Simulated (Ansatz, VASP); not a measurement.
**SiTe2: VASP beside Ansatz**

One calculation is typed for both programs; each brings its own data sets. How far apart do they land? The cell is taken from a series of runs on this material, whose earlier steps may have relaxed, scaled, displaced or heated it; both programs get it as it stands.

Calculated with Ansatz 0.2.0; plane waves, with VASP 6.6.1 beside it; PBEsol.

### Step 1. Set-up

The cell holds 3 atoms: 1 Si and 2 Te. Its edges and angles: a = 3.627 Å, b = 3.712 Å, c = 30.424 Å, α = 90.0°, β = 90.0°, γ = 119.3°. Vacuum lies along c.

As a file:

```xyz
3
Lattice="3.6274 0.0000 0.0000 -1.8137 3.2386 0.0000 0.0000 0.0000 30.4240" Properties=species:S:1:pos:R:3
Si    0.0000    0.0000   10.0000
Te    0.0000    2.1423   11.6290
Te    1.8137    1.0963    8.3710
```

### Step 2. VASP: zone-centre phonons, PBEsol

Second derivatives magnify differences that forces hide, and they need a tight electronic threshold.

Lines of VASP's logs that name or quote its potential files are left out, and so is its time.

INCAR

```
SYSTEM = SiTe2
PREC = Accurate
ENCUT = 500
EDIFF = 1E-08
NELM = 120
ISMEAR = 1
SIGMA = 0.2
LREAL = .FALSE.
ALGO = Normal
GGA = PS
NBANDS = 14
LORBIT = 11
LWAVE = .FALSE.
LCHARG = .FALSE.
ISIF = 2
IBRION = 8
LASPH = .TRUE.
GGA_COMPAT = .FALSE.
NELMDL = -8
KPAR = 2
```

POSCAR

```
SiTe2
1.0
    3.6274177137      0.0000000000      0.0000000000
   -1.8137088568      3.2385937012      0.0000000000
    0.0000000000      0.0000000000     30.4240000000
Si Te
1 2
Direct
    0.0000000000      0.0000000000      0.3286878780
    0.3307418820      0.6614837639      0.3822324040
    0.6692581180      0.3385162361      0.2751433520
```

KPOINTS

```
Automatic mesh
0
Gamma
15 15 1
0 0 0
```

The projector-augmented-wave data sets are Si and Te (PBE family, release 64).

On the command line:

```console
$ mpirun -np 2 vasp_std
```

Numbers of over 12 decimals in the logs are rounded to 6 here.

The log of the run:

```text
[banner, memory and clock lines left out]
running    2 mpi-ranks, on    1 nodes
 distrk:  each k-point on    1 cores,    2 groups
 distr:  one band on    1 cores,    1 groups

 POSCAR found type information on POSCAR SiTe
 POSCAR found :  2 types and       3 ions
|                                                                             |
|               ----> ADVICE to this user running VASP <----                  |
|                                                                             |
|     You enforced a specific xc type in the INCAR file but a different       |
|     [... a line on the potential file left out ...]
|     I HOPE YOU KNOW WHAT YOU ARE DOING!                                     |
|                                                                             |

 LDA part: xc-table for (Slater+PW92), standard interpolation
 POSCAR, INCAR and KPOINTS ok, starting setup
 FFT: planning ... GRIDC
 FFT: planning ... GRID_SOFT
 FFT: planning ... GRID
 WAVECAR not read
 entering main loop
       N       E                     dE             d eps       ncg     rms          rms(c)
DAV:   1     0.105374494157E+03    0.10537E+03   -0.42888E+03  1792   0.732E+02
DAV:   2    -0.251080368748E+01   -0.10789E+03   -0.10035E+03  3104   0.126E+02
DAV:   3    -0.124846323926E+02   -0.99738E+01   -0.97761E+01  2426   0.482E+01
DAV:   4    -0.127746997103E+02   -0.29007E+00   -0.28892E+00  2374   0.102E+01
DAV:   5    -0.127862740816E+02   -0.11574E-01   -0.11573E-01  2920   0.217E+00
DAV:   6    -0.127864069664E+02   -0.13288E-03   -0.13288E-03  2688   0.194E-01
DAV:   7    -0.127864116641E+02   -0.46977E-05   -0.46977E-05  2962   0.333E-02
DAV:   8    -0.127864117851E+02   -0.12100E-06   -0.12060E-06  2734   0.389E-03    0.101E+01
DAV:   9    -0.126739986877E+02    0.11241E+00   -0.10506E-01  2338   0.221E+00    0.548E+00
DAV:  10    -0.126414044478E+02    0.32594E-01   -0.74224E-02  2416   0.156E+00    0.571E-01
DAV:  11    -0.126406464625E+02    0.75799E-03   -0.87591E-03  2356   0.594E-01    0.320E-01
DAV:  12    -0.126404996750E+02    0.14679E-03   -0.96271E-04  2804   0.183E-01    0.165E-01
DAV:  13    -0.126401524060E+02    0.34727E-03   -0.62280E-04  2356   0.135E-01    0.129E-01
DAV:  14    -0.126402825825E+02   -0.13018E-03   -0.67364E-05  2254   0.552E-02    0.305E-02
[...]
DAV:  22    -0.126407425111E+02   -0.47784E-05   -0.10876E-07  2284   0.998E-04    0.524E-04
DAV:  23    -0.126407448876E+02   -0.23765E-05   -0.31076E-08  2326   0.510E-04    0.371E-04
DAV:  24    -0.126407462316E+02   -0.13439E-05   -0.14640E-08  2088   0.349E-04    0.285E-04
DAV:  25    -0.126407470136E+02   -0.78204E-06   -0.63892E-09  2036   0.264E-04    0.103E-04
DAV:  26    -0.126407472855E+02   -0.27189E-06   -0.11161E-09  1724   0.146E-04    0.105E-04
DAV:  27    -0.126407473283E+02   -0.42760E-07    0.37477E-10  1922   0.562E-05    0.663E-05
DAV:  28    -0.126407473575E+02   -0.29280E-07    0.53295E-10  1526   0.456E-05    0.303E-05
DAV:  29    -0.126407473597E+02   -0.21837E-08    0.66779E-10  1868   0.190E-05
   1 F= -.12640747E+02 E0= -.12641027E+02  d E =0.838251E-03
 Linear response reoptimize wavefunctions to high precision
DAV:   1    -0.126407473615E+02   -0.17794E-08    0.67408E-10  1484   0.122E-05
DAV:   2    -0.126407473615E+02   -0.13188E-10    0.68195E-10  1994   0.599E-06
 Linear response DOF=           6
 Linear response progress:
  Degree of freedom:   1/  6
       N       E                     dE             d eps       ncg     rms          rms(c)
RMM:   1    -0.186298035891E-01   -0.18630E-01    0.11147E-02  4325   0.833E-01
RMM:   2    -0.163301801793E-01    0.22996E-02   -0.13463E-03  2891   0.208E-01    0.974E-02
RMM:   3    -0.163625876786E-01   -0.32407E-04   -0.74686E-05  2914   0.521E-02    0.545E-02
RMM:   4    -0.164436900065E-01   -0.81102E-04   -0.34752E-05  2886   0.301E-02    0.548E-03
RMM:   5    -0.164329620579E-01    0.10728E-04   -0.15808E-06  3095   0.775E-03    0.230E-03
RMM:   6    -0.164248296403E-01    0.81324E-05   -0.18143E-07  3154   0.227E-03    0.914E-04
RMM:   7    -0.164254640226E-01   -0.63438E-06   -0.12643E-08  3082   0.767E-04    0.250E-04
RMM:   8    -0.164261079565E-01   -0.64393E-06   -0.21915E-09  3224   0.219E-04    0.609E-05
RMM:   9    -0.164261578927E-01   -0.49936E-07   -0.14521E-10  3076   0.108E-04    0.409E-05
RMM:  10    -0.164261721616E-01   -0.14269E-07    0.37921E-10  3375   0.337E-05    0.511E-06
RMM:  11    -0.164261740515E-01   -0.18899E-08   -0.28533E-09  3213   0.160E-05    0.210E-06
 first order change of Fermi-energy  -0.27300E-03
 force on displaced ion       1 direction 1 :  -4.539   0.000   0.000
 Linear response progress:
  Degree of freedom:   2/  6
       N       E                     dE             d eps       ncg     rms          rms(c)
RMM:   1    -0.190751145741E-01   -0.19075E-01    0.12191E-02  4420   0.847E-01
RMM:   2    -0.165682787545E-01    0.25068E-02   -0.14127E-03  2904   0.213E-01    0.101E-01
RMM:   3    -0.165981689100E-01   -0.29890E-04   -0.90573E-05  3049   0.547E-02    0.566E-02
RMM:   4    -0.166671927589E-01   -0.69024E-04   -0.33065E-05  3100   0.280E-02    0.134E-02
RMM:   5    -0.166720483330E-01   -0.48556E-05   -0.51647E-06  3113   0.102E-02    0.372E-03
RMM:   6    -0.166591069159E-01    0.12941E-04   -0.77693E-07  3166   0.437E-03    0.925E-04
[...]
RMM:   9    -0.166600105905E-01   -0.30715E-07   -0.19159E-09  3302   0.125E-04    0.489E-05
RMM:  10    -0.166599887442E-01    0.21846E-07   -0.48666E-09  3249   0.101E-04    0.322E-05
RMM:  11    -0.166600542368E-01   -0.65493E-07   -0.12186E-08  3431   0.698E-05    0.150E-05
RMM:  12    -0.166600691409E-01   -0.14904E-07   -0.60574E-09  3419   0.101E-04    0.880E-06
RMM:  13    -0.166600493956E-01    0.19745E-07   -0.33796E-09  3565   0.445E-05    0.540E-06
RMM:  14    -0.166600450277E-01    0.43679E-08    0.32611E-09  3493   0.285E-05    0.249E-06
 first order change of Fermi-energy   0.91335E-03
 force on displaced ion       1 direction 2 :  -0.000  -4.276  -0.556
 Linear response progress:
  Degree of freedom:   3/  6
       N       E                     dE             d eps       ncg     rms          rms(c)
RMM:   1    -0.358022106322E-01   -0.35802E-01    0.42965E-02  4739   0.100E+00
RMM:   2    -0.312625201399E-01    0.45397E-02   -0.27140E-03  2902   0.312E-01    0.173E-01
RMM:   3    -0.312377185044E-01    0.24802E-04   -0.15841E-04  3152   0.781E-02    0.824E-02
RMM:   4    -0.312387661094E-01   -0.10476E-05   -0.53602E-05  3009   0.359E-02    0.255E-02
RMM:   5    -0.312400390085E-01   -0.12729E-05   -0.68092E-06  3193   0.120E-02    0.976E-03
RMM:   6    -0.312498041982E-01   -0.97652E-05   -0.94543E-07  3153   0.579E-03    0.344E-03
RMM:   7    -0.312487074993E-01    0.10967E-05   -0.19100E-07  3230   0.212E-03    0.416E-04
RMM:   8    -0.312489479739E-01   -0.24047E-06   -0.11608E-08  3325   0.587E-04    0.298E-04
RMM:   9    -0.312493913088E-01   -0.44333E-06   -0.18130E-08  3327   0.501E-04    0.796E-05
RMM:  10    -0.312494034528E-01   -0.12144E-07    0.28710E-09  3367   0.132E-04    0.514E-05
RMM:  11    -0.312493724485E-01    0.31004E-07    0.10047E-08  3299   0.247E-04    0.258E-05
RMM:  12    -0.312493797009E-01   -0.72524E-08    0.41596E-08  3460   0.878E-05    0.190E-05
 first order change of Fermi-energy  -0.54099E-03
 force on displaced ion       1 direction 3 :  -0.000  -0.557  -8.827
 Linear response progress:
  Degree of freedom:   4/  6
       N       E                     dE             d eps       ncg     rms          rms(c)
RMM:   1    -0.399819541171E-01   -0.39982E-01    0.29636E-02  7594   0.103E+00
RMM:   2    -0.394480406610E-01    0.53391E-03   -0.20303E-03  5148   0.275E-01    0.691E-02
RMM:   3    -0.395036033684E-01   -0.55563E-04   -0.12650E-04  5177   0.659E-02    0.498E-02
RMM:   4    -0.395700704851E-01   -0.66467E-04   -0.18744E-05  5330   0.261E-02    0.144E-02
RMM:   5    -0.395957513078E-01   -0.25681E-04   -0.88977E-07  5443   0.850E-03    0.332E-03
RMM:   6    -0.395912925413E-01    0.44588E-05   -0.66143E-08  5602   0.251E-03    0.562E-04
RMM:   7    -0.395901677260E-01    0.11248E-05    0.50683E-08  5805   0.714E-04    0.250E-04
RMM:   8    -0.395904132266E-01   -0.24550E-06    0.39649E-08  5753   0.275E-04    0.829E-05
RMM:   9    -0.395906275199E-01   -0.21429E-06    0.24623E-08  5818   0.120E-04    0.253E-05
RMM:  10    -0.395905906461E-01    0.36874E-07    0.30279E-08  5892   0.491E-05    0.757E-06
RMM:  11    -0.395905969818E-01   -0.63357E-08   -0.22214E-09  5840   0.200E-05    0.468E-06
 first order change of Fermi-energy  -0.75678E-04
 force on displaced ion       2 direction 1 :  -2.848   0.010  -0.003
 Linear response progress:
  Degree of freedom:   5/  6
       N       E                     dE             d eps       ncg     rms          rms(c)
RMM:   1    -0.408998977335E-01   -0.40900E-01    0.31319E-02  4332   0.105E+00
RMM:   2    -0.402620800879E-01    0.63782E-03   -0.20399E-03  2931   0.279E-01    0.710E-02
RMM:   3    -0.403243614085E-01   -0.62281E-04   -0.12878E-04  2978   0.680E-02    0.512E-02
RMM:   4    -0.403910940123E-01   -0.66733E-04   -0.20720E-05  3066   0.269E-02    0.162E-02
RMM:   5    -0.404238167398E-01   -0.32723E-04   -0.39909E-06  3140   0.106E-02    0.397E-03
RMM:   6    -0.404191423338E-01    0.46744E-05   -0.67115E-07  3105   0.380E-03    0.218E-03
RMM:   7    -0.404162158872E-01    0.29264E-05   -0.81175E-08  3210   0.139E-03    0.433E-04
RMM:   8    -0.404159555718E-01    0.26032E-06   -0.73805E-09  3275   0.416E-04    0.192E-04
RMM:   9    -0.404161383921E-01   -0.18282E-06   -0.13535E-09  3259   0.179E-04    0.385E-05
RMM:  10    -0.404161536161E-01   -0.15224E-07    0.31599E-09  3319   0.796E-05    0.198E-05
RMM:  11    -0.404161344166E-01    0.19199E-07    0.67729E-09  3312   0.818E-05    0.155E-05
RMM:  12    -0.404161829919E-01   -0.48575E-07    0.82272E-09  3500   0.557E-05    0.761E-06
RMM:  13    -0.404161670045E-01    0.15987E-07    0.11615E-08  3453   0.384E-05    0.401E-06
RMM:  14    -0.404161577701E-01    0.92345E-08    0.14385E-08  3520   0.271E-05    0.218E-06
 first order change of Fermi-energy  -0.28714E-01
 force on displaced ion       2 direction 2 :  -0.000  -2.872  -0.177
 Linear response progress:
  Degree of freedom:   6/  6
       N       E                     dE             d eps       ncg     rms          rms(c)
RMM:   1    -0.832438679896E-01   -0.83244E-01    0.45860E-02  4337   0.113E+00
RMM:   2    -0.814916215576E-01    0.17522E-02   -0.28656E-03  2954   0.325E-01    0.104E-01
RMM:   3    -0.814111576702E-01    0.80464E-04   -0.22367E-04  3090   0.846E-02    0.755E-02
RMM:   4    -0.813620233809E-01    0.49134E-04   -0.49941E-05  3060   0.339E-02    0.372E-02
RMM:   5    -0.813478931388E-01    0.14130E-04   -0.16615E-05  3136   0.203E-02    0.117E-02
RMM:   6    -0.813471021558E-01    0.79098E-06   -0.14379E-06  3125   0.623E-03    0.810E-03
RMM:   7    -0.813494415673E-01   -0.23394E-05   -0.28024E-07  3259   0.279E-03    0.140E-03
RMM:   8    -0.813505310699E-01   -0.10895E-05   -0.33227E-08  3222   0.940E-04    0.123E-03
RMM:   9    -0.813537071509E-01   -0.31761E-05   -0.96439E-08  3292   0.973E-04    0.471E-04
RMM:  10    -0.813544030203E-01   -0.69587E-06   -0.68067E-09  3375   0.300E-04    0.234E-04
RMM:  11    -0.813569672104E-01   -0.25642E-05   -0.74135E-08  3340   0.704E-04    0.240E-04
RMM:  12    -0.813570732593E-01   -0.10605E-06    0.18185E-08  3469   0.158E-04    0.170E-04
RMM:  13    -0.813573670636E-01   -0.29380E-06    0.25794E-08  3548   0.286E-04    0.255E-05
RMM:  14    -0.813574892884E-01   -0.12222E-06    0.91281E-08  3583   0.122E-04    0.520E-05
RMM:  15    -0.813574803266E-01    0.89618E-08    0.82846E-09  3545   0.115E-04    0.303E-05
 first order change of Fermi-energy   0.92604E+00
 force on displaced ion       2 direction 3 :  -0.000  -0.156  -7.489
 Linear response finished
```

Parts of OUTCAR (step 2):

```text
ion  position               nearest neighbor table
   1  0.000  0.000  0.329-   3 2.67   2 2.67   3 2.67   2 2.67   3 2.69   2 2.69
   2  0.331  0.661  0.382-   1 2.67   1 2.67   1 2.69
   3  0.669  0.339  0.275-   1 2.67   1 2.67   1 2.69

  LATTYP: Found a base centered orthorhombic cell.
 ALAT       =     3.6274177137
 B/A-ratio  =     1.7856193892
 C/A-ratio  =     8.3872336745

 Subroutine GETGRP returns: Found  4 space group operations
 (whereof  2 operations were pure point group operations)

The static configuration has the point symmetry C_1h.
 The point group associated with its full space group is C_2h.

 Found     64 irreducible k-points:

   k-points           NKPTS =     64   k-points in BZ     NKDIM =     64   number of bands    NBANDS=     14

   dimension x,y,z NGX =    28 NGY =   28 NGZ =  224
   dimension x,y,z NGXF=    56 NGYF=   56 NGZF=  448

   ENCUT  =  500.0 eV  36.75 Ry    6.06 a.u.   6.61  6.77 55.47*2*pi/ulx,y,z

   NELECT =      16.0000    total number of electrons

 k-points in reciprocal lattice and weights: Automatic mesh
   0.00000000  0.00000000  0.00000000       0.004
   0.06666667  0.00000000  0.00000000       0.018
   0.13333333  0.00000000  0.00000000       0.018
   0.20000000  0.00000000  0.00000000       0.018
   0.26666667  0.00000000  0.00000000       0.018
   0.33333333 -0.00000000  0.00000000       0.018
   0.40000000  0.00000000  0.00000000       0.018
   0.46666667  0.00000000  0.00000000       0.018
   0.00000000  0.06666667  0.00000000       0.009
[...]
0.00000000  0.46666667  0.00000000       0.009
   0.06666667  0.46666667  0.00000000       0.009

 average (electrostatic) potential at core
       1 -91.9899       2 -96.3054       3 -96.3054

  Total        1.4151441      1.1282970      0.1213027      0.0000000     -0.0054326     -0.0000000
  in kB        6.3436748      5.0578234      0.5437645      0.0000000     -0.0243530     -0.0000000
  external PRESSURE =       3.9817542 kB  Pullay stress =       0.0000000 kB

  energy-cutoff  :      500.00
  volume of cell :      357.41
      direct lattice vectors                 reciprocal lattice vectors
     3.627417714  0.000000000  0.000000000     0.275678204  0.154387999  0.000000000
    -1.813708857  3.238593701  0.000000000     0.000000000  0.308775997  0.000000000
     0.000000000  0.000000000 30.424000000     0.000000000  0.000000000  0.032868788

 POSITION                                       TOTAL-FORCE (eV/Angst)
 -----------------------------------------------------------------------------------
      0.00000      0.00000     10.00000         0.000000      0.000000      0.000000
      0.00000      2.14228     11.62904        -0.000000     -0.001707      0.038459
      1.81371      1.09632      8.37096         0.000000      0.001707     -0.038459
 -----------------------------------------------------------------------------------
    total drift:                               -0.000000      0.000000      0.000003

 Eigenvectors and eigenvalues of the dynamical matrix
 ----------------------------------------------------

   1 f  =    9.268981 THz    58.238728 2PiTHz  309.179940 cm-1    38.333410 meV
             X         Y         Z           dx          dy          dz
      0.000000  0.000000 10.000000     0.000000    0.113777    0.942290
      0.000000  2.142277 11.629039    -0.000000   -0.027217   -0.220979
      1.813709  1.096317  8.370961    -0.000000   -0.027217   -0.220979

   2 f  =    6.621417 THz    41.603588 2PiTHz  220.866687 cm-1    27.383967 meV
             X         Y         Z           dx          dy          dz
      0.000000  0.000000 10.000000     0.949139    0.000000   -0.000000
      0.000000  2.142277 11.629039    -0.222638   -0.000000    0.000000
      1.813709  1.096317  8.370961    -0.222638   -0.000000    0.000000

   3 f  =    6.374885 THz    40.054582 2PiTHz  212.643263 cm-1    26.364393 meV
             X         Y         Z           dx          dy          dz
      0.000000  0.000000 10.000000    -0.000000    0.942471   -0.114010
      0.000000  2.142277 11.629039     0.000000   -0.220592    0.026721
      1.813709  1.096317  8.370961     0.000000   -0.220592    0.026721

   4 f  =    4.498736 THz    28.266391 2PiTHz  150.061675 cm-1    18.605268 meV
             X         Y         Z           dx          dy          dz
      0.000000  0.000000 10.000000     0.000000    0.000000    0.000000
      0.000000  2.142277 11.629039     0.000000    0.004437    0.707093
      1.813709  1.096317  8.370961    -0.000000   -0.004437   -0.707093

   5 f  =    2.630105 THz    16.525437 2PiTHz   87.730859 cm-1    10.877235 meV
             X         Y         Z           dx          dy          dz
      0.000000  0.000000 10.000000    -0.000000   -0.000000    0.000000
      0.000000  2.142277 11.629039    -0.000000   -0.707093    0.004437
      1.813709  1.096317  8.370961     0.000000    0.707093   -0.004437

   6 f  =    2.561988 THz    16.097444 2PiTHz   85.458715 cm-1    10.595525 meV
             X         Y         Z           dx          dy          dz
      0.000000  0.000000 10.000000    -0.000000   -0.000000   -0.000000
      0.000000  2.142277 11.629039     0.707107   -0.000000    0.000000
      1.813709  1.096317  8.370961    -0.707107    0.000000   -0.000000

   7 f/i=    0.000058 THz     0.000367 2PiTHz    0.001950 cm-1     0.000242 meV
             X         Y         Z           dx          dy          dz
      0.000000  0.000000 10.000000     0.314857    0.000000    0.000000
      0.000000  2.142277 11.629039     0.671143    0.000000    0.000000
      1.813709  1.096317  8.370961     0.671143    0.000000    0.000000

   8 f/i=    0.000227 THz     0.001428 2PiTHz    0.007583 cm-1     0.000940 meV
             X         Y         Z           dx          dy          dz
      0.000000  0.000000 10.000000    -0.000000    0.029253    0.313492
      0.000000  2.142277 11.629039    -0.000000    0.062424    0.668234
      1.813709  1.096317  8.370961    -0.000000    0.062424    0.668234

   9 f/i=    0.007812 THz     0.049083 2PiTHz    0.260572 cm-1     0.032307 meV
             X         Y         Z           dx          dy          dz
      0.000000  0.000000 10.000000    -0.000000   -0.312964    0.028537
      0.000000  2.142277 11.629039    -0.000000   -0.668358    0.062592
      1.813709  1.096317  8.370961    -0.000000   -0.668358    0.062592

 ELASTIC MODULI CONTR FROM IONIC RELAXATION (kBar)
 Direction    XX          YY          ZZ          XY          YZ          ZX
 --------------------------------------------------------------------------------
 XX         -25.1323    -15.2181    -62.0766     -0.0000     19.0920      0.0000
 YY         -15.2181    -30.3871    -82.8060     -0.0000    -11.0264     -0.0000
 ZZ         -62.0766    -82.8060   -249.8998     -0.0000     -1.0818     -0.0000
 XY          -0.0000     -0.0000     -0.0000    -10.6917     -0.0000     31.5699
 YZ          19.0920    -11.0264     -1.0818     -0.0000    -38.5995     -0.0000
 ZX           0.0000     -0.0000     -0.0000     31.5699     -0.0000    -93.2183
 --------------------------------------------------------------------------------
```

(Continued in part 2 of 2.)

[Lines on the potential files, build, host, timing and source positions are cut from VASP's logs without a mark.]

[Logs are printed without paths, hosts, clocks, repeated set-up lines and the standing remarks that a program may print on its own settings, such as how far it seeks lower states.]

[Hosts, paths, dates, database ids (printed as entryN), source tags and the programs' standing remarks are cut or masked in the printed files.]
